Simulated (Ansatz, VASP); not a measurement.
# Cross-check of TeIrS (1T-IrSTe bilayer, AB) between VASP and Ansatz, part 2 of 2

One calculation is typed for both programs; each brings its own data sets. How far apart do they land? The structure shown is the start of the Ansatz relaxation below; VASP solves that cell, so the two are compared at the walk's first step.

VASP 6.6.1 and Ansatz 0.2.0.

So far: The structure; Ansatz: relaxation, PBE with D3(BJ).

## 3. VASP: single point, PBE with D3(BJ), start cell

Level of this step: PBE with D3(BJ), zero-moment start; plane waves and PAW (Te, Ir, S) (VASP).

The same cell, functional, mesh and smearing now go to VASP, with its own data sets.

Lines of VASP's logs that name or quote its potential files are left out, and so is its time.

The input, INCAR:

```
SYSTEM = TeIrS
PREC = Accurate
ENCUT = 400
EDIFF = 1E-06
NELM = 200
ISMEAR = -1
SIGMA = 0.05
LREAL = .FALSE.
ALGO = Normal
GGA = PE
IVDW = 12
NBANDS = 30
ISPIN = 2
MAGMOM = -0 0 0 0 0 -0
LASPH = .TRUE.
LMAXMIX = 4
LORBIT = 11
LWAVE = .FALSE.
LCHARG = .FALSE.
ISIF = 2
LDIPOL = .TRUE.
IDIPOL = 3
DIPOL = 0.5 0.5 0.502
LVHAR = .TRUE.
GGA_COMPAT = .FALSE.
NELMDL = -8
KPAR = 2
```

The input, POSCAR:

```
TeIrS
1.0
    3.5810570000      0.0000000000      0.0000000000
   -1.7905280000      3.1012860000      0.0000000000
    0.0000000000      0.0000000000     48.4132170000
Te Ir S
2 2 2
Direct
    0.6666664805      0.3333333333      0.4100120015
    0.0000000000      0.0000000000      0.5325324487
    0.0000000000      0.0000000000      0.4448758280
    0.3333332403      0.6666666667      0.5673962546
    0.3333332403      0.6666666667      0.4674675719
    0.6666664805      0.3333333333      0.5899879985
```

The input, KPOINTS:

```
Automatic mesh
0
Gamma
12 12 1
0 0 0
```

The projector-augmented-wave data sets are Te, Ir and S (PBE family, release 64).

The run is started by

```
> mpirun -np 2 vasp_std
```

Numbers of over 12 decimals in the logs are rounded to 6 here.

The program printed:

```text
[banner, memory and clock lines left out]
running    2 mpi-ranks, on    1 nodes
 distrk:  each k-point on    1 cores,    2 groups
 distr:  one band on    1 cores,    1 groups

 POSCAR found type information on POSCAR TeIrS
 POSCAR found :  3 types and       6 ions
 LDA part: xc-table for (Slater+PW92), standard interpolation
 POSCAR, INCAR and KPOINTS ok, starting setup
 FFT: planning ... GRIDC
 FFT: planning ... GRID_SOFT
 FFT: planning ... GRID
 WAVECAR not read
 entering main loop
       N       E                     dE             d eps       ncg     rms          rms(c)
DAV:   1     0.316786202070E+03    0.31679E+03   -0.11828E+04  2296   0.825E+02
DAV:   2     0.573266753845E+01   -0.31105E+03   -0.29032E+03  3322   0.220E+02
DAV:   3    -0.329876619360E+02   -0.38720E+02   -0.38138E+02  2974   0.815E+01
DAV:   4    -0.342271449266E+02   -0.12395E+01   -0.12227E+01  3066   0.185E+01
DAV:   5    -0.342614650377E+02   -0.34320E-01   -0.34139E-01  3298   0.282E+00
DAV:   6    -0.342622279221E+02   -0.76288E-03   -0.76235E-03  3108   0.406E-01
DAV:   7    -0.342622557051E+02   -0.27783E-04   -0.27780E-04  3310   0.697E-02
DAV:   8    -0.342622568763E+02   -0.11712E-05   -0.11710E-05  2818   0.134E-02    0.255E+01
DAV:   9    -0.335439074711E+02    0.71835E+00   -0.61695E+00  3520   0.212E+01    0.134E+01
DAV:  10    -0.485181622361E+02   -0.14974E+02   -0.11422E+02  3662   0.382E+01    0.385E+01
DAV:  11    -0.342157971721E+02    0.14302E+02   -0.77928E+01  3616   0.234E+01    0.582E+00
DAV:  12    -0.367081019397E+02   -0.24923E+01   -0.62442E+01  3590   0.215E+01    0.127E+01
DAV:  13    -0.332685474045E+02    0.34396E+01   -0.22662E+01  3248   0.137E+01    0.309E+00
DAV:  14    -0.331248349356E+02    0.14371E+00   -0.64272E-01  3224   0.363E+00    0.210E+00
[...]
DAV:  31    -0.331067500136E+02    0.12344E-04   -0.34470E-06  2516   0.808E-03    0.433E-01
DAV:  32    -0.331067222046E+02    0.27809E-04   -0.68274E-06  2502   0.105E-02    0.408E-01
DAV:  33    -0.331066900075E+02    0.32197E-04   -0.70329E-06  2676   0.134E-02    0.372E-01
DAV:  34    -0.331066333745E+02    0.56633E-04   -0.32155E-05  3324   0.362E-02    0.302E-01
DAV:  35    -0.331066069917E+02    0.26383E-04   -0.30046E-05  3096   0.272E-02    0.233E-01
DAV:  36    -0.331065813157E+02    0.25676E-04   -0.49622E-05  2530   0.310E-02    0.132E-01
DAV:  37    -0.331065775075E+02    0.38082E-05   -0.14512E-05  2948   0.170E-02    0.948E-02
DAV:  38    -0.331065777623E+02   -0.25487E-06   -0.72876E-07  1668   0.523E-03
   1 F= -.35426144E+02 E0= -.35411652E+02  d E =-.289830E-01  mag=    -0.0000
```

From OUTCAR (step 3):

```text
ion  position               nearest neighbor table
   1  0.667  0.333  0.410-   3 2.67   3 2.67   3 2.67
   2  0.000  0.000  0.533-   4 2.67   4 2.67   4 2.67
   3  0.000  0.000  0.445-   5 2.34   5 2.34   5 2.34   1 2.67   1 2.67   1 2.67
   4  0.333  0.667  0.567-   6 2.34   6 2.34   6 2.34   2 2.67   2 2.67   2 2.67
   5  0.333  0.667  0.467-   3 2.34   3 2.34   3 2.34
   6  0.667  0.333  0.590-   4 2.34   4 2.34   4 2.34

  LATTYP: Found a hexagonal cell.
 ALAT       =     3.5810570000
 C/A-ratio  =    13.5192533936

 Subroutine GETGRP returns: Found  6 space group operations
 (whereof  6 operations were pure point group operations)

The static configuration has the point symmetry C_3v.

 Found     19 irreducible k-points:

   k-points           NKPTS =     19   k-points in BZ     NKDIM =     19   number of bands    NBANDS=     30

   dimension x,y,z NGX =    24 NGY =   24 NGZ =  320
   dimension x,y,z NGXF=    48 NGYF=   48 NGZF=  640

   ENCUT  =  400.0 eV  29.40 Ry    5.42 a.u.   5.84  5.84 78.95*2*pi/ulx,y,z

   NELECT =      42.0000    total number of electrons

 k-points in reciprocal lattice and weights: Automatic mesh
   0.00000000  0.00000000  0.00000000       0.007
   0.08333333 -0.00000000  0.00000000       0.042
   0.16666667 -0.00000000  0.00000000       0.042
   0.25000000 -0.00000000  0.00000000       0.042
   0.33333333 -0.00000000  0.00000000       0.042
   0.41666667 -0.00000000  0.00000000       0.042
   0.50000000 -0.00000000  0.00000000       0.021
   0.08333333  0.08333333  0.00000000       0.042
   0.16666667  0.08333333  0.00000000       0.083
[...]
0.33333333  0.25000000  0.00000000       0.083
   0.33333333  0.33333333  0.00000000       0.014

 dipolmoment           0.000000      0.000000      0.045716 electrons x Angstroem

 average (electrostatic) potential at core
       1 -96.8685       2 -96.8884       3 -60.4593       4 -60.5001       5 -94.4589
       6 -94.4026

 E-fermi :  -2.0275

 spin component 1
 k-point     1 :       0.0000    0.0000    0.0000
  band No.  band energies     occupation
    ...
     14      -4.6108      1.00000
     15      -4.6108      1.00000
     16      -4.2212      1.00000
     17      -2.4235      0.99964
     18      -2.0696      0.69861
     19      -1.8845      0.05415
     20      -1.8845      0.05415
     21      -1.7826      0.00740
     22      -1.7826      0.00740
     23       1.3256      0.00000
    ...

 k-point     2 :       0.0833   -0.0000    0.0000
  band No.  band energies     occupation
    ...
     14      -4.6863      1.00000
     15      -4.6164      1.00000
     16      -4.1730      1.00000
     17      -2.8980      1.00000
     18      -2.5662      0.99998
     19      -1.8553      0.03090
     20      -1.7461      0.00358
     21      -1.6605      0.00065
     22      -1.5211      0.00004
     23       0.6563      0.00000
    ...

 k-point     3 :       0.1667   -0.0000    0.0000
  band No.  band energies     occupation
    ...
     14      -4.8381      1.00000
     15      -4.4014      1.00000
     16      -4.1673      1.00000
     17      -3.3842      1.00000
     18      -3.0180      1.00000
     19      -1.8762      0.04622
     20      -1.7530      0.00411
     21      -1.6698      0.00078
     22      -1.5065      0.00003
     23      -0.2108      0.00000
    ...

 k-point     4 :       0.2500   -0.0000    0.0000
  band No.  band energies     occupation
    ...
     16      -4.3054      1.00000
     17      -3.4120      1.00000
     18      -3.2109      1.00000
     19      -2.2351      0.98451
     20      -2.1227      0.87035
     21      -1.9978      0.35539
     22      -1.9428      0.15529
     23      -0.5586      0.00000
     24      -0.1315      0.00000
     25       0.5821      0.00000
    ...

 k-point     5 :       0.3333   -0.0000    0.0000
  band No.  band energies     occupation
    ...
     18      -3.5819      1.00000
     19      -2.6614      1.00000
     20      -2.5904      0.99999
     21      -2.4829      0.99989
     22      -2.3656      0.99884
     23      -0.3820      0.00000
     24       0.0649      0.00000
     25       0.5516      0.00000
     26       0.7928      0.00000
     27       2.4057      0.00000
    ...

 k-point     6 :       0.4167   -0.0000    0.0000
  band No.  band energies     occupation
    ...
     18      -3.7533      1.00000
     19      -3.1290      1.00000
     20      -3.0506      1.00000
     21      -3.0354      1.00000
     22      -2.8943      1.00000
     23       0.0128      0.00000
     24       0.2713      0.00000
     25       0.5726      0.00000
     26       0.8323      0.00000
     27       1.9472      0.00000
    ...

 Edisp (eV)   -2.31957

  Total       2.27954     2.27954     1.91214     0.00000     0.00000    -0.00000
  in kB       6.79267     6.79267     5.69789     0.00000     0.00000    -0.00000
  external pressure =        6.43 kB  Pullay stress =        0.00 kB

  energy-cutoff  :      400.00
  volume of cell :      537.67
      direct lattice vectors                 reciprocal lattice vectors
     3.581057000  0.000000000  0.000000000     0.279247161  0.161223396  0.000000000
    -1.790528000  3.101286000  0.000000000     0.000000000  0.322446882  0.000000000
     0.000000000  0.000000000 48.413217000     0.000000000  0.000000000  0.020655516

 POSITION                                       TOTAL-FORCE (eV/Angst)
 -----------------------------------------------------------------------------------
      1.79053      1.03376     19.85000        -0.000000      0.000000     -0.494475
      0.00000      0.00000     25.78161         0.000000     -0.000000     -0.782635
      0.00000      0.00000     21.53787        -0.000000     -0.000000      0.267286
      0.00000      2.06752     27.46948         0.000000     -0.000000      0.391188
      0.00000      2.06752     22.63161         0.000000     -0.000000      0.391320
      1.79053      1.03376     28.56322         0.000000     -0.000000      0.227316
 -----------------------------------------------------------------------------------
    total drift:                                0.000706      0.000003     -0.001809

  FREE ENERGIE OF THE ION-ELECTRON SYSTEM (eV)
  ---------------------------------------------------
  free  energy   TOTEN  =       -35.4261437461 eV

  energy  without entropy=      -35.3971607112  energy(sigma->0) =      -35.41165223

 vacuum level on the upper side and lower side of the slab         3.224         2.481

 total charge
# of ion       s       p       d       tot
------------------------------------------
    1        1.394   1.925   0.061   3.381
    2        1.403   1.900   0.064   3.367
    3        0.656   0.659   7.172   8.486
    4        0.662   0.660   7.157   8.480
    5        1.347   2.278   0.000   3.625
    6        1.348   2.275   0.000   3.624
--------------------------------------------------
tot          6.811   9.697  14.454  30.962

 magnetization (x)
# of ion       s       p       d       tot
------------------------------------------
    1        0.000   0.000  -0.000   0.000
    2       -0.000  -0.000  -0.000  -0.000
    3       -0.000  -0.000  -0.000  -0.000
    4       -0.000  -0.000  -0.000  -0.000
    5        0.000   0.000   0.000   0.000
    6       -0.000  -0.000   0.000  -0.000
--------------------------------------------------
tot         -0.000  -0.000  -0.000  -0.000

[... 3 further parts left out ...]
```

This run allows spin, but its moments start at zero, where symmetry between the spins tends to hold them, although Ir can carry a moment.

## 4. Differences

Known differences besides the potentials themselves: Ansatz cuts the interaction across the vacuum, VASP repeats the sheet with a dipole correction; the data sets hold 78 valence electrons in Ansatz (on its default PAW (the set named soft_2) files) and 42 in VASP; the cutoff is 420 eV in Ansatz and 400 eV in VASP. Total energies have different zeros and are not compared.

Forces (eV/Å; atoms numbered as in POSCAR):

| atom | Ansatz x, y, z | VASP x, y, z |
| --- | --- | --- |
| Te1 | 0.000, 0.000, -0.492 | 0.000, 0.000, -0.494 |
| Te2 | 0.000, 0.000, -0.783 | 0.000, 0.000, -0.783 |
| Ir3 | 0.000, 0.000, 0.308 | 0.000, 0.000, 0.267 |
| Ir4 | 0.000, 0.000, 0.428 | 0.000, 0.000, 0.391 |
| S5 | 0.000, 0.000, 0.351 | 0.000, 0.000, 0.391 |
| S6 | 0.000, 0.000, 0.188 | 0.000, 0.000, 0.227 |

The forces differ by 19 meV/Å r.m.s., which is 7.0 % of the r.m.s. force of 0.267 eV/Å (both taken over all components). VASP's last cycles still show a density residual of 9e-03, so its state may not be settled. Moments aren't recorded for both runs of this pair, so they may hold unlike magnetic states. With vacuum in the cell, a pressure given here is an average over mostly empty space and none of the material.

## 5. Outcome

```yaml
r_m_s_force_difference_single_point_pbe_with_d3_bj_start_cell: 7.0 % of the r.m.s. force
```

What this shows: The r.m.s. force difference is 7.0 % of the r.m.s. force (single point, PBE with D3(BJ), start cell), beyond the 3 % picked in this series as the mark of a large difference. The data sets hold unlike numbers of valence electrons (78 in Ansatz and 42 in VASP), so part of the differences comes from the potentials. What causes the difference of the single point, PBE with D3(BJ), start cell pair stays open here. Such differences can come from data sets, numerical settings and the points named under the comparisons, not from the functional's error against experiment.

[Lines on the potential files, build, host, timing and source positions are cut from VASP's logs without a mark.]

[Logs are printed without paths, hosts, clocks, repeated set-up lines and the standing remarks that a program may print on its own settings, such as how far it seeks lower states.]

[Hosts, paths, dates, database ids (printed as entryN), source tags and the programs' standing remarks are cut or masked in the printed files.]
